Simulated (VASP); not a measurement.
# Si2WC3 (P3m1) in VASP: a series of runs

Runs on Si2WC3. Level: PBE. Tasks: relaxation of cell and atoms.

All numbers are computed with VASP 6.6.1; they aren't measurements. Logs are shortened: lines on timing, memory, paths and dates and some standing lists are left out, and cuts for length are marked.

### 1 Starting point

It takes space group P3m1 (No. 156, trigonal). The conventional cell has a = 3.013 Å, b = 3.013 Å, c = 8.091 Å, α = 90.00°, β = 90.00°, γ = 120.00°. Si (site symmetry 3m) has 4 C at 1.84 to 1.93 Å as nearest neighbours. Si (site symmetry 3m) has 4 C at 1.83 to 1.88 Å as nearest neighbours. W (site symmetry 3m) is surrounded by 6 C at 2.14 to 2.38 Å. C (site symmetry 3m) has 3 Si at 1.93 Å as nearest neighbours. Around C (site symmetry 3m) lie 4 Si at 1.84 to 1.88 Å. Around C (site symmetry 3m) lie 1 Si at 1.83 Å.

The cell was built by a generator and needn't be a form met in nature.

### 2 Relaxation of cell and atoms, PBE

INCAR reads:

```
PREC = Accurate ; ENCUT = 520
EDIFF = 1E-6 ; ISMEAR = 0
SIGMA = 0.03 ; LREAL = F
LASPH = T ; NELM = 120
ALGO = Normal ; ISIF = 3
LWAVE = F ; LCHARG = F
GGA = PE ; IBRION = 2
NSW = 90 ; EDIFFG = -0.01
KPAR = 2
```

KPOINTS reads:

```
Automatic mesh
0
Gamma
  10 10 4
```

POSCAR reads:

```
Si2WC3
1.0
    3.0134131500      0.0000000000      0.0000000000
   -1.5067065800      2.6096923400      0.0000000000
    0.0000000000      0.0000000000      8.0910000000
Si W C
2 1 3
Direct
    0.0000000000      0.0000000000      0.8977876700
    0.3333333300      0.6666666700      0.5834878300
    0.0000000000      0.0000000000      0.2033123200
    0.3333333300      0.6666666700      0.0023482900
    0.0000000000      0.0000000000      0.6707452700
    0.3333333300      0.6666666700      0.3573105900
```

Potentials or basis: VASP PAW PBE potentials, release 64 (Si, W_sv, C).

Command:

```
cat potpaw_PBE.64/Si/POTCAR potpaw_PBE.64/W_sv/POTCAR potpaw_PBE.64/C/POTCAR > POTCAR
mpirun -np 2 vasp_std > vasp.out
```

OUTCAR:

```text
PREC = Accurate
   ENCUT = 520
   EDIFF = 1E-6
   ISMEAR = 0
   LREAL = F
   LASPH = T
   NELM = 120
   ISIF = 3
   GGA = PE
   IBRION = 2
   NSW = 90
   EDIFFG = -0.01

 ion  position               nearest neighbor table
   1  0.000  0.000  0.898-   5 1.84   4 1.93   4 1.93   4 1.93   3 2.47   2 3.08   2 3.08   2 3.08

   2  0.333  0.667  0.583-   6 1.83   5 1.88   5 1.88   5 1.88   1 3.08   1 3.08   1 3.08
   3  0.000  0.000  0.203-   6 2.14   6 2.14   6 2.14   4 2.38   4 2.38   4 2.38   1 2.47
   4  0.333  0.667  0.002-   1 1.93   1 1.93   1 1.93   3 2.38   3 2.38   3 2.38
   5  0.000  0.000  0.671-   1 1.84   2 1.88   2 1.88   2 1.88
   6  0.333  0.667  0.357-   2 1.83   3 2.14   3 2.14   3 2.14

  LATTYP: Found a hexagonal cell.
 ALAT       =     3.0134131500
 C/A-ratio  =     2.6849952520

  Lattice vectors:

 A1 = (   3.0134131500,   0.0000000000,   0.0000000000)
 A2 = (  -1.5067065800,   2.6096923400,   0.0000000000)
 A3 = (   0.0000000000,   0.0000000000,   8.0910000000)

Analysis of symmetry for initial positions (statically):
=====================================================================
 Subroutine PRICEL returns:
 Original cell was already a primitive cell.

 Routine SETGRP: Setting up the symmetry group for a
 hexagonal supercell.

 Subroutine GETGRP returns: Found  6 space group operations
 (whereof  6 operations were pure point group operations)
 out of a pool of 24 trial point group operations.

The static configuration has the point symmetry C_3v.

Analysis of symmetry for dynamics (positions and initial velocities):
=====================================================================
 Subroutine PRICEL returns:
 Original cell was already a primitive cell.

 Routine SETGRP: Setting up the symmetry group for a
 hexagonal supercell.

 Subroutine GETGRP returns: Found  6 space group operations
 (whereof  6 operations were pure point group operations)
 out of a pool of 24 trial point group operations.

The dynamic configuration has the point symmetry C_3v.

 Subroutine INISYM returns: Found  6 space group operations
 (whereof  6 operations are pure point group operations),
 and found     1 'primitive' translations

----------------------------------------------------------------------------------------

                                     Primitive cell

  volume of cell :      63.6283

  direct lattice vectors                    reciprocal lattice vectors
     3.013413150  0.000000000  0.000000000     0.331849617  0.191593466  0.000000000
    -1.506706580  2.609692340  0.000000000     0.000000000  0.383186932  0.000000000
     0.000000000  0.000000000  8.091000000     0.000000000  0.000000000  0.123594117

  length of vectors
     3.013413150  3.013413153  8.091000000     0.383186932  0.383186932  0.123594117

  position of ions in fractional coordinates (direct lattice)
     0.000000000  0.000000000  0.897787670
     0.333333330  0.666666670  0.583487830
     0.000000000  0.000000000  0.203312320
     0.333333330  0.666666670  0.002348290
     0.000000000  0.000000000  0.670745270
     0.333333330  0.666666670  0.357310590

  ion indices of the primitive-cell ions
   primitive index   ion index
                 1           1
                 2           2
                 3           3
                 4           4
                 5           5
                 6           6

----------------------------------------------------------------------------------------

 KPOINTS: Automatic mesh

Automatic generation of k-mesh.
 Grid dimensions read from file:
 generate k-points for:   10   10    4

 Generating k-lattice:

  Cartesian coordinates                     Fractional coordinates (reciprocal lattice)
     0.033184962  0.019159347  0.000000000     0.100000000  0.000000000  0.000000000
     0.000000000  0.038318693  0.000000000     0.000000000  0.100000000  0.000000000
     0.000000000  0.000000000  0.030898529     0.000000000  0.000000000  0.250000000

  Length of vectors
     0.038318693  0.038318693  0.030898529

  Shift w.r.t. Gamma in fractional coordinates (k-lattice)
     0.000000000  0.000000000  0.000000000

 Subroutine IBZKPT returns following result:
 ===========================================

 Found     50 irreducible k-points:

 Following reciprocal coordinates:
            Coordinates               Weight
  0.000000  0.000000  0.000000      1.000000
  0.100000 -0.000000  0.000000      6.000000
  0.200000 -0.000000  0.000000      6.000000
  0.300000 -0.000000  0.000000      6.000000
  0.400000 -0.000000  0.000000      6.000000
  0.500000 -0.000000  0.000000      3.000000
[... 16 lines left out ...]
  0.000000  0.400000  0.250000      6.000000
  0.500000 -0.000000  0.250000      6.000000
 [... further k-points ...]
   k-points           NKPTS =     50   k-points in BZ     NKDIM =     50   number of bands    NBANDS=     21
   number of dos      NEDOS =    301   number of ions     NIONS =      6
   total plane-waves  NPLWV =  34560
   dimension x,y,z NGX =    24 NGY =   24 NGZ =   60
   dimension x,y,z NGXF=    48 NGYF=   48 NGZF=  120
   ions per type =               2   1   3
   NGX,Y,Z   is equivalent  to a cutoff of  13.24, 13.24, 12.33 a.u.
   NGXF,Y,Z  is equivalent  to a cutoff of  26.48, 26.48, 24.66 a.u.
 SYSTEM =  unknown system
   PREC   = accura    normal or accurate (medium, high low for compatibility)
   ISTART =      0    job   : 0-new  1-cont  2-samecut
   ICHARG =      2    charge: 1-file 2-atom 10-const
   ISPIN  =      1    spin polarized calculation?
   LNONCOLLINEAR =      F non collinear calculations
   LSORBIT =      F    spin-orbit coupling
   LASPH  =      T    aspherical Exc in radial PAW
   ENCUT  =  520.0 eV  38.22 Ry    6.18 a.u.   5.60  5.60 15.04*2*pi/ulx,y,z
   NELM   =    120;   NELMIN=  2; NELMDL= -5     # of ELM steps
   EDIFF  = 0.1E-05   stopping-criterion for ELM
   LREAL  =      F    real-space projection
   EDIFFG = -.1E-01   stopping-criterion for IOM
   NSW    =     90    number of steps for IOM
   IBRION =      2    ionic relax: 0-MD 1-quasi-New 2-CG
   NFREE  =      1    steps in history (QN), initial steepest desc. (CG)
   ISIF   =      3    stress and relaxation
   ISYM   =      2    0-nonsym 1-usesym 2-fastsym
   POTIM  = 0.5000    time-step for ionic-motion
   TEBEG  =    0.0;   TEEND  =   0.0 temperature during run
   PSTRESS=    0.0 pullay stress
   NELECT =      34.0000    total number of electrons
   NUPDOWN=      -1.0000    fix difference up-down
   EMIN   =  10.00;   EMAX   =-10.00  energy-range for DOS
   EFERMI =   0.00;   METHOD = LEGACY
   ISMEAR =     0;   SIGMA  =   0.03  broadening in eV -4-tet -1-fermi 0-gaus
   EFERMI_NEDOS =   21; number of points for ismear=-14 and -15
   IALGO  =     38    algorithm
   IMIX   =      4    mixing-type and parameters
     AMIX     =   0.40;   BMIX     =  1.00
     AMIX_MAG =   1.60;   BMIX_MAG =  1.00
  volume/ion in A,a.u.               =      10.60        71.56
  Fermi-wavevector in a.u.,A,eV,Ry     =   1.328468  2.510440 24.011929  1.764827
  Thomas-Fermi vector in A             =   2.457703
   LORBIT       =      0    0 simple, 1 ext, 2 COOP (PROOUT), +10 PAW based schemes
   GGA     = PE    functional components
   LHFCALC =     F    Hartree Fock is set to
   AEXX    =    0.0000 exact exchange contribution
   IVDW    =     0    specifies the selected vdW correction
   LEPSILON=     F    determine dielectric tensor
   LRPA    =     F    only Hartree local field effects (RPA)
 conjugate gradient relaxation of ions
 non-spin polarized calculation
 Gauss-broadening in eV      SIGMA  =   0.03
  energy-cutoff  :      520.00
  volume of cell :       63.63
 maximum number of plane-waves:      1770
 NGX is ok and might be reduce to    24
   NGX = 11   NGY = 11   NGZ = 31

--------------------------------------- Ionic step        1  -------------------------------------------

 number of electron      33.9999997 magnetization

 Free energy of the ion-electron system (eV)
  ---------------------------------------------------
  ext. energy  EPLUGINS =         0.00000000
  ---------------------------------------------------
  free energy    TOTEN  =       -50.64271928 eV

  energy without entropy =      -50.64271928  energy(sigma->0) =      -50.64271928

------------------------ aborting loop because EDIFF is reached ----------------------------------------

  FORCE on cell =-STRESS in cart. coord.  units (eV):
  Direction    XX          YY          ZZ          XY          YZ          ZX
  --------------------------------------------------------------------------------------
  -------------------------------------------------------------------------------------
  Total        0.1190954      0.1190954      0.0786211     -0.0000000      0.0000000      0.0000000
  in kB        2.9988545      2.9988545      1.9797006     -0.0000000      0.0000000      0.0000000
  external PRESSURE =       2.6591366 kB  Pullay stress =       0.0000000 kB
[... 101 lines left out ...]
  FREE ENERGIE OF THE ION-ELECTRON SYSTEM (eV)
  ---------------------------------------------------
  free  energy   TOTEN  =       -50.6429223305 eV

  energy  without entropy=      -50.6429223305  energy(sigma->0) =      -50.64292233

[... ionic steps 4 to 7 ...]

--------------------------------------- Ionic step        8  -------------------------------------------

 number of electron      33.9999997 magnetization

------------------------ aborting loop because EDIFF is reached ----------------------------------------

  FORCE on cell =-STRESS in cart. coord.  units (eV):
  Direction    XX          YY          ZZ          XY          YZ          ZX
  --------------------------------------------------------------------------------------
  -------------------------------------------------------------------------------------
  Total       -0.0013198     -0.0013198     -0.0402172      0.0000000     -0.0000000      0.0000000
  in kB       -0.0331969     -0.0331969     -1.0116002      0.0000000     -0.0000000      0.0000000
  external PRESSURE =      -0.3593313 kB  Pullay stress =       0.0000000 kB
[... 65 lines left out ...]
  energy  without entropy=      -50.6429777968  energy(sigma->0) =      -50.64297780

--------------------------------------- Ionic step       10  -------------------------------------------

 number of electron      33.9999997 magnetization

 Free energy of the ion-electron system (eV)
  ---------------------------------------------------
  ext. energy  EPLUGINS =         0.00000000
  ---------------------------------------------------
  free energy    TOTEN  =       -50.64298612 eV

  energy without entropy =      -50.64298612  energy(sigma->0) =      -50.64298612

 E-fermi :   9.8251     XC(G=0): -12.0747

 val. band max:        9.6045352225   @ k =   0.1000  -0.0000   0.5000
 cond. band min:      10.4316552601   @ k =   0.2000   0.2000   0.0000
 fundamental gap:      0.8271200376
 Fermi energy:         9.8250777898

 k-point     1 :       0.0000    0.0000    0.0000
  band No.  band energies     occupation
      1     -64.6340      2.00000
      2     -28.9047      2.00000
      3     -28.6042      2.00000
      4     -28.6042      2.00000
      5      -6.9622      2.00000
      6      -5.1931      2.00000
[... 550 lines left out ...]
      5      -3.5130      2.00000
      6      -2.6448      2.00000
[... 13 lines left out ...]
     20      12.8109      0.00000
     21      12.9338      0.00000

 [... further k-points ...]
[... 5 lines left out ...]
  --------------------------------------------------------------------------------------
  -------------------------------------------------------------------------------------
  Total       -0.0018095     -0.0018095      0.0042696      0.0000000      0.0000000     -0.0000000
  in kB       -0.0455217     -0.0455217      0.1074088      0.0000000      0.0000000     -0.0000000
  external PRESSURE =       0.0054551 kB  Pullay stress =       0.0000000 kB
[... 21 lines left out ...]
  FREE ENERGIE OF THE ION-ELECTRON SYSTEM (eV)
  ---------------------------------------------------
  free  energy   TOTEN  =       -50.6429861206 eV

  energy  without entropy=      -50.6429861206  energy(sigma->0) =      -50.64298612

 reached required accuracy - stopping structural energy minimisation
```

Wall time 72 s (2 MPI ranks of Intel Xeon Platinum 8559C (Emerald Rapids), shared host); peak memory 0.22 GiB.

Results:

| Item | Value |
| --- | --- |
| Free energy | -50.6430 eV |
| Relaxed volume | 10.61 Å³/atom |
| Relaxed cell | a = 3.015 Å, b = 3.015 Å, c = 8.092 Å, α = 90.00°, β = 90.00°, γ = 120.00° |
| Space group after relaxing (to 0.05 Å) | P3m1 (No. 156) |
| Energy gained by relaxing | 0.0 meV/atom |
| Ionic steps | 10 |
| Pressure after relaxing | 0.0 GPa |
| Largest force after relaxing | 0.003 eV/Å |
| Band gap on the k mesh | 0.83 eV, indirect (least direct gap 1.49 eV) |

Forces on the atoms (eV/Å):
```
Si   0.000  0.000  0.000
Si   0.000  0.000  0.001
W    0.000  0.000  0.000
C    0.000  0.000  0.000
C    0.000  0.000  0.003
C    0.000  0.000 -0.003
```

The path:
| step | energy change (eV) | largest force (eV/Å) | pressure (GPa) | volume (Å³) |
| --- | --- | --- | --- | --- |
| 1 | 0.0000 | 0.0762 | 0.27 | 63.63 |
| 2 | 0.0005 | 0.1978 | -0.45 | 63.79 |
| 3 | -0.0002 | 0.0335 | -0.02 | 63.69 |
| 4 | -0.0002 | 0.0329 | 0.01 | 63.68 |
| 5 | -0.0003 | 0.0129 | -0.01 | 63.69 |
| 6 | -0.0003 | 0.0141 | -0.02 | 63.69 |
| 7 | -0.0003 | 0.0162 | -0.03 | 63.70 |
| 8 | -0.0003 | 0.0152 | -0.04 | 63.70 |
| 9 | -0.0003 | 0.0175 | 0.03 | 63.68 |
| 10 | -0.0003 | 0.0031 | 0.00 | 63.69 |

Final structure:
```yaml
crystal:
  lattice:
    - [3.01463, 0.00000, 0.00000]
    - [-1.50731, 2.61074, 0.00000]
    - [0.00000, 0.00000, 8.09214]
  atoms:
    - { symbol: Si, position: [0.00000, 0.00000, 0.89790] }
    - { symbol: Si, position: [0.33333, 0.66667, 0.58326] }
    - { symbol: W, position: [0.00000, 0.00000, 0.20316] }
    - { symbol: C, position: [0.33333, 0.66667, 0.00272] }
    - { symbol: C, position: [0.00000, 0.00000, 0.67058] }
    - { symbol: C, position: [0.33333, 0.66667, 0.35737] }
```

Levels at points of the mesh, in eV from the valence-band top:
```csv
k point,band 13,band 14,band 15,band 16,band 17,band 18,band 19,band 20,band 21
"(0.00, 0.00, 0.00)",-2.05,-2.05,-1.44,-1.44,-0.23,1.80,1.80,4.24,4.24
"(0.50, 0.00, 0.00)",-4.39,-3.32,-3.28,-1.22,-1.22,1.29,2.88,3.30,3.42
"(0.00, 0.00, 0.50)",-2.17,-2.17,-1.30,-1.30,0.00,1.75,1.75,4.02,4.02
"(0.50, 0.00, 0.50)",-3.78,-3.18,-3.07,-1.53,-1.33,1.02,2.63,3.03,3.35
```

Caveat: spin-orbit coupling is left out, which moves the levels of the heavy elements. A k mesh can miss the band edges.

(Part 1 of 2 ends here.)
